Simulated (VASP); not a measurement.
## Relaxed cell of ZnAu with and without spin-orbit coupling

Aim: relax ZnAu with and without spin-orbit coupling. The starting structure is a measured crystal structure from the Crystallography Open Database. The first relaxation on each setting starts from this cell expanded by 3 % in volume.

Calculated with VASP 6.6.1; Kohn-Sham DFT with plane waves and PAW; PBEsol and PBEsol + spin-orbit coupling.

**1. The starting structure**

It takes space group Pm-3m (No. 221, cubic). The conventional cell has a = 3.147 Å, b = 3.147 Å, c = 3.147 Å, α = 90.00°, β = 90.00°, γ = 90.00°. Nearest to Au lie 8 Zn at 2.73 Å. Zn has 8 Au at 2.73 Å nearest. Farther neighbours are not listed.

**2. Relaxation without spin-orbit coupling**

This run starts from the cell of an earlier relaxation, which isn't shown; the restart sets up the plane waves anew.

Contents of INCAR:

```
SYSTEM = ZnAu
PREC = Accurate
ENCUT = 450
EDIFF = 1E-06
NELM = 100
ISMEAR = 1
SIGMA = 0.15
LREAL = .FALSE.
ALGO = Normal
GGA = PS
NBANDS = 17
LORBIT = 11
LWAVE = .FALSE.
LCHARG = .FALSE.
KPAR = 4
IBRION = 2
NSW = 50
ISIF = 3
EDIFFG = -0.006
LASPH = .TRUE.
```

Contents of POSCAR:

```
ZnAu
1.0
    3.1298262578      0.0000000000      0.0000000000
    0.0000000000      3.1298262578      0.0000000000
    0.0000000000      0.0000000000      3.1298262578
Au Zn
1 1
Direct
    0.0000000000      0.0000000000      0.0000000000
    0.5000000000      0.5000000000      0.5000000000
```

Contents of KPOINTS:

```
Automatic mesh
0
Gamma
12 12 12
0 0 0
```

Potentials, in the order of the species: Au and Zn (PBE family, release 64).

On the command line:

```
$ mpirun -np 4 vasp_std
```

Log:

```text
[banner, memory and clock lines left out]
running    4 mpi-ranks, on    1 nodes
 distrk:  each k-point on    1 cores,    4 groups
 distr:  one band on    1 cores,    1 groups

 POSCAR found type information on POSCAR AuZn
 POSCAR found :  2 types and       2 ions
|                                                                             |
|               ----> ADVICE to this user running VASP <----                  |
|                                                                             |
|     You enforced a specific xc type in the INCAR file but a different       |
|     [... a line on the potential file left out ...]
|     I HOPE YOU KNOW WHAT YOU ARE DOING!                                     |
|                                                                             |

 LDA part: xc-table for (Slater+PW92), standard interpolation
 POSCAR, INCAR and KPOINTS ok, starting setup
 FFT: planning ... GRIDC
 FFT: planning ... GRID_SOFT
 FFT: planning ... GRID
 WAVECAR not read
 entering main loop
       N       E                     dE             d eps       ncg     rms          rms(c)
DAV:   1     0.117939883019E+03    0.11794E+03   -0.10640E+04  2928   0.159E+03
DAV:   2    -0.243578744319E+01   -0.12038E+03   -0.11566E+03  2942   0.299E+02
DAV:   3    -0.650051825608E+01   -0.40647E+01   -0.40453E+01  3200   0.629E+01
DAV:   4    -0.653050918264E+01   -0.29991E-01   -0.29985E-01  3228   0.476E+00
DAV:   5    -0.653084608371E+01   -0.33690E-03   -0.33690E-03  3268   0.524E-01    0.914E+00
DAV:   6    -0.599487876280E+01    0.53597E+00   -0.16261E+00  3035   0.152E+01    0.557E+00
DAV:   7    -0.596510606369E+01    0.29773E-01   -0.38686E-02  3991   0.355E+00    0.295E+00
DAV:   8    -0.595502046995E+01    0.10086E-01   -0.75846E-03  3169   0.988E-01    0.119E-01
DAV:   9    -0.595504357885E+01   -0.23109E-04   -0.38560E-04  3321   0.241E-01    0.599E-02
DAV:  10    -0.595504977878E+01   -0.61999E-05   -0.25054E-05  3623   0.624E-02    0.182E-02
DAV:  11    -0.595504983985E+01   -0.61075E-07   -0.38304E-06  2877   0.306E-02
   1 F= -.59550498E+01 E0= -.59550938E+01  d E =-.595505E+01
 curvature:   0.00 expect dE= 0.000E+00 dE for cont linesearch  0.000E+00
 trial: gam= 0.00000 g(F)=  0.000E+00 g(S)=  0.457E-04 ort = 0.000E+00 (trialstep = 0.100E+01)
 search vector abs. value=  0.457E-04
 bond charge predicted
       N       E                     dE             d eps       ncg     rms          rms(c)
DAV:   1    -0.595601740306E+01   -0.96762E-03   -0.12887E-02  3039   0.201E+00    0.207E-01
DAV:   2    -0.595510632994E+01    0.91107E-03   -0.25960E-03  3259   0.116E+00    0.721E-02
DAV:   3    -0.595505174441E+01    0.54586E-04   -0.10466E-04  2902   0.105E-01    0.467E-02
DAV:   4    -0.595503656673E+01    0.15178E-04   -0.72155E-06  3897   0.901E-02    0.186E-02
DAV:   5    -0.595503331537E+01    0.32514E-05   -0.34126E-06  3008   0.223E-02    0.160E-03
DAV:   6    -0.595503325560E+01    0.59773E-07   -0.31141E-07  1467   0.752E-03
   2 F= -.59550333E+01 E0= -.59550819E+01  d E =0.165843E-04
 trial-energy change:    0.000017  1 .order    0.000006   -0.000046    0.000058
 step:   0.3116(harm=  0.4399)  dis= 0.00000  next Energy=    -5.955057 (dE=-0.680E-05)
 bond charge predicted
       N       E                     dE             d eps       ncg     rms          rms(c)
DAV:   1    -0.595552234120E+01   -0.48903E-03   -0.61347E-03  3016   0.139E+00    0.142E-01
DAV:   2    -0.595509202248E+01    0.43032E-03   -0.12259E-03  3245   0.790E-01    0.503E-02
DAV:   3    -0.595506475290E+01    0.27270E-04   -0.49127E-05  2884   0.710E-02    0.326E-02
DAV:   4    -0.595505635119E+01    0.84017E-05   -0.32505E-06  3114   0.622E-02    0.124E-02
DAV:   5    -0.595505426969E+01    0.20815E-05   -0.20605E-06  2277   0.154E-02    0.116E-03
DAV:   6    -0.595505432348E+01   -0.53793E-07   -0.21445E-07  1445   0.648E-03
   3 F= -.59550543E+01 E0= -.59550998E+01  d E =-.448363E-05
 curvature:  -0.21 expect dE=-0.200E-06 dE for cont linesearch -0.200E-06
 trial: gam= 0.00000 g(F)=  0.558E-65 g(S)=  0.959E-06 ort =-0.662E-05 (trialstep = 0.862E+00)
 search vector abs. value=  0.959E-06
 reached required accuracy - stopping structural energy minimisation
```

The job ended after 19 s (4 MPI ranks of AMD EPYC 7R43, shared host; peak memory 0.54 GiB).

Lines that name or quote the potential files are left out of all logs, and their timing lines are given in words.

Parts of OUTCAR (step 2):

```text
ion  position               nearest neighbor table
   1  0.000  0.000  0.000-   2 2.71   2 2.71   2 2.71   2 2.71   2 2.71   2 2.71   2 2.71   2 2.71

  LATTYP: Found a simple cubic cell.
 ALAT       =     3.1298262578

 Subroutine GETGRP returns: Found 48 space group operations
 (whereof 48 operations were pure point group operations)

The static configuration has the point symmetry O_h .

 Found     84 irreducible k-points:

   k-points           NKPTS =     84   k-points in BZ     NKDIM =     84   number of bands    NBANDS=     17

   dimension x,y,z NGX =    24 NGY =   24 NGZ =   24
   dimension x,y,z NGXF=    48 NGYF=   48 NGZF=   48

   ENCUT  =  450.0 eV  33.07 Ry    5.75 a.u.   5.41  5.41  5.41*2*pi/ulx,y,z

   NELECT =      23.0000    total number of electrons

 k-points in reciprocal lattice and weights: Automatic mesh
   0.00000000  0.00000000  0.00000000       0.001
   0.08333333  0.00000000  0.00000000       0.003
   0.16666667  0.00000000  0.00000000       0.003
   0.25000000  0.00000000  0.00000000       0.003
   0.33333333  0.00000000  0.00000000       0.003
   0.41666667  0.00000000  0.00000000       0.003
   0.50000000  0.00000000  0.00000000       0.002
   0.08333333  0.08333333  0.00000000       0.007
   0.16666667  0.08333333  0.00000000       0.014
[...]
0.50000000  0.50000000  0.41666667       0.003
   0.50000000  0.50000000  0.50000000       0.001

 average (electrostatic) potential at core
       1 -67.0074       2 -32.4843

 E-fermi :   7.1730

 k-point     1 :       0.0000    0.0000    0.0000
  band No.  band energies     occupation
    ...
      7       1.6473      2.00000
      8       1.6473      2.00000
      9       3.3704      2.00000
     10       3.3704      2.00000
     11       3.3704      2.00000
     12      12.1013      0.00000
     13      12.1013      0.00000
     14      12.1013      0.00000
     15      16.1594      0.00000
     16      19.3686      0.00000
    ...

 k-point     2 :       0.0833    0.0000    0.0000
  band No.  band energies     occupation
    ...
      7       1.6253      2.00000
      8       1.6808      2.00000
      9       3.2725      2.00000
     10       3.2725      2.00000
     11       3.3595      2.00000
     12      11.1551      0.00000
     13      12.3396      0.00000
     14      12.3396      0.00000
     15      16.7321      0.00000
     16      19.2297      0.00000
    ...

 k-point     3 :       0.1667    0.0000    0.0000
  band No.  band energies     occupation
    ...
      7       1.5620      2.00000
      8       1.7717      2.00000
      9       3.0199      2.00000
     10       3.0199      2.00000
     11       3.3292      2.00000
     12       9.3933     -0.00000
     13      13.0133      0.00000
     14      13.0133      0.00000
     15      17.3211      0.00000
     16      18.8650      0.00000
    ...

  Total        0.0036399      0.0036399      0.0036399      0.0000000      0.0000000     -0.0000000
  in kB        0.1903229      0.1903229      0.1903229      0.0000000      0.0000000     -0.0000000
  external PRESSURE =       0.1903229 kB  Pullay stress =       0.0000000 kB

  energy-cutoff  :      450.00
  volume of cell :       30.64
      direct lattice vectors                 reciprocal lattice vectors
     3.129235296 -0.000000000  0.000000000     0.319566893 -0.000000000  0.000000000
     0.000000000  3.129235296  0.000000000     0.000000000  0.319566893  0.000000000
    -0.000000000 -0.000000000  3.129235296    -0.000000000 -0.000000000  0.319566893

 POSITION                                       TOTAL-FORCE (eV/Angst)
 -----------------------------------------------------------------------------------
      0.00000      0.00000      0.00000         0.000000      0.000000      0.000000
      1.56462      1.56462      1.56462        -0.000000     -0.000000      0.000000
 -----------------------------------------------------------------------------------
    total drift:                                0.000000      0.000000     -0.000000

  FREE ENERGIE OF THE ION-ELECTRON SYSTEM (eV)
  ---------------------------------------------------
  free  energy   TOTEN  =        -5.9550543235 eV

  energy  without entropy=       -5.9551906559  energy(sigma->0) =       -5.95509977

 reached required accuracy - stopping structural energy minimisation

 total charge
# of ion       s       p       d       tot
------------------------------------------
    1        0.620   0.408   8.702   9.730
    2        0.528   0.465   9.771  10.765
--------------------------------------------------
tot          1.149   0.873  18.473  20.495

[... 3 further parts left out ...]
```

This run has no spin polarisation. Its electron count is odd, so without a moment it is a metal by construction. The PAW data sets were made with PBE, which is usual practice but a small mismatch for other functionals. The run keeps the 48 symmetry operations of its start, so it cannot find a distortion of lower symmetry.

Without spin-orbit coupling the relaxed cell holds 15.321 Å³ an atom, with a = 3.129 Å.

**3. Relaxation with spin-orbit coupling**

Against step 2 the input has LNONCOLLINEAR = .TRUE., MAGMOM = 0 0 0 0 0 0, GGA_COMPAT = .FALSE. and LSORBIT = .TRUE. (also changed: NBANDS and LMAXMIX). This run starts from the cell of an earlier relaxation, which isn't shown; the restart sets up the plane waves anew.

Changes to INCAR since step 2:

```diff
@@ -10,3 +10,9 @@
 GGA = PS
-NBANDS = 17
+LNONCOLLINEAR = .TRUE.
+MAGMOM = 0 0 0 0 0 0
+NBANDS = 34
+GGA_COMPAT = .FALSE.
+LASPH = .TRUE.
+LSORBIT = .TRUE.
+LMAXMIX = 4
 LORBIT = 11
@@ -19,2 +25 @@
 EDIFFG = -0.006
-LASPH = .TRUE.
```

Contents of POSCAR:

```
ZnAu
1.0
    3.1251878140      0.0000000000      0.0000000000
    0.0000000000      3.1251878140      0.0000000000
    0.0000000000      0.0000000000      3.1251878140
Au Zn
1 1
Direct
    0.0000000000      0.0000000000      0.0000000000
    0.5000000000      0.5000000000      0.5000000000
```

KPOINTS is that of step 2.

On the command line:

```
$ mpirun -np 4 vasp_ncl
```

Log:

```text
[banner, memory and clock lines left out]
running    4 mpi-ranks, on    1 nodes
[...]
[... a notice as in an earlier step ...]

 LDA part: xc-table for (Slater+PW92), standard interpolation
 POSCAR, INCAR and KPOINTS ok, starting setup
[...]
entering main loop
       N       E                     dE             d eps       ncg     rms          rms(c)
DAV:   1     0.164705699478E+03    0.16471E+03   -0.98624E+03  5912   0.166E+03
DAV:   2     0.561919176471E+01   -0.15909E+03   -0.14635E+03  5804   0.368E+02
DAV:   3    -0.664003595550E+01   -0.12259E+02   -0.11909E+02  6308   0.105E+02
DAV:   4    -0.684812192775E+01   -0.20809E+00   -0.20780E+00  6558   0.134E+01
[...]
DAV:  10    -0.624922610029E+01    0.98553E-06   -0.27172E-05  8322   0.104E-01    0.510E-02
DAV:  11    -0.624923049528E+01   -0.43950E-05   -0.11011E-05  7072   0.435E-02    0.101E-02
DAV:  12    -0.624923046875E+01    0.26531E-07   -0.84168E-07  3856   0.187E-02
   1 F= -.62492305E+01 E0= -.62493465E+01  d E =-.624923E+01  mag=     0.0000     0.0000     0.0000
[...]
reached required accuracy - stopping structural energy minimisation
```

Wall time 37 s (4 MPI ranks); peak memory 0.94 GiB.

OUTCAR, selected parts (step 3):

```text
  Total       -0.0044200     -0.0044200     -0.0044200      0.0000000     -0.0000000     -0.0000000
  in kB       -0.2320096     -0.2320096     -0.2320096      0.0000000     -0.0000000     -0.0000000
  external PRESSURE =      -0.2320096 kB  Pullay stress =       0.0000000 kB

 POSITION                                       TOTAL-FORCE (eV/Angst)
 -----------------------------------------------------------------------------------
      0.00000      0.00000      0.00000         0.000000      0.000000      0.000000
      1.56259      1.56259      1.56259         0.000000      0.000000      0.000000
 -----------------------------------------------------------------------------------
    total drift:                                0.000000     -0.000000     -0.000000

  FREE ENERGIE OF THE ION-ELECTRON SYSTEM (eV)
  ---------------------------------------------------
  free  energy   TOTEN  =        -6.2492304687 eV

  energy  without entropy=       -6.2495785260  energy(sigma->0) =       -6.24934649

 magnetization (x)
# of ion       s       p       d       tot
------------------------------------------
    1        0.000  -0.000   0.000  -0.000
    2        0.000  -0.000  -0.000  -0.000
--------------------------------------------------
tot          0.000  -0.000  -0.000  -0.000

 magnetization (y)
# of ion       s       p       d       tot
------------------------------------------
    1       -0.000  -0.000  -0.000  -0.000
    2        0.000  -0.000   0.000  -0.000
--------------------------------------------------
tot         -0.000  -0.000   0.000  -0.000

 magnetization (z)
# of ion       s       p       d       tot
------------------------------------------
    1        0.000   0.000  -0.000   0.000
    2       -0.000  -0.000   0.000   0.000
--------------------------------------------------
tot          0.000  -0.000   0.000   0.000

[... 1 part as in an earlier step ...]

[... 3 further parts left out ...]
[key lines of the parts left out:]
E-fermi :   7.2290
```

With spin-orbit coupling the relaxed cell holds 15.262 Å³ an atom, with a = 3.125 Å.

**4. Comparison**

```csv
run,volume (Å³/atom),a (Å),pressure left (GPa),core minutes
without spin-orbit coupling,15.321,3.1292,0.019,2.8
with spin-orbit coupling,15.262,3.1252,-0.023,9.27
```

Core minutes are wall time times ranks, summed over the relaxations behind a row (those for a bulk modulus apart), on shared hosts.

**5. Outcome**

```json
{
  "volume without spin-orbit coupling": "15.321 Å³/atom",
  "volume with spin-orbit coupling": "15.262 Å³/atom"
}
```

**Reading.** The run with spin-orbit coupling gives a volume -0.39 % from the one without. The relaxations stop with 0.019 and -0.023 GPa left; at a bulk modulus of 50 GPa, to name a scale, that difference alone shifts the volume by 0.08 %. The k mesh isn't tested here. GGA_COMPAT also differs between the two. Further runs on this material are not shown.

[Lines on the potential files, build, host, timing and source positions are cut from VASP's logs without a mark.]

[Logs are printed without paths, hosts, clocks, repeated set-up lines and the standing remarks that a program may print on its own settings, such as how far it seeks lower states.]

[Hosts, paths, dates, database ids (printed as entryN), source tags and the programs' standing remarks are cut or masked in the printed files.]
